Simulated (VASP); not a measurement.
Given:

```yaml
crystal:
  lattice:
    - [3.31593, 0.00000, 0.00000]
    - [0.00000, 3.31593, 0.00000]
    - [0.00000, 0.00000, 3.31593]
  atoms:
    - { symbol: Zr, position: [0.00000, 0.00000, 0.00000] }
    - { symbol: Se, position: [0.50000, 0.50000, 0.50000] }
```

Level of theory: PBEsol GGA, VASP's PBE PAW potentials (set 64) (plane waves; VASP). Run with 400 eV cut-off, Gaussian smearing of 0.050 eV, potentials Zr_sv Se.

Problem. What does the run give for the band gap (along the path) with the smallest direct gap where there is one?

Solution. 
band gap (along the path): none (metal, semimetal or under 0.01 eV)

The structure was generated: ZrSe was put into the CsCl type type (Pm-3m), which need not be its known phase. It was relaxed first, which changed the volume by -35 %.
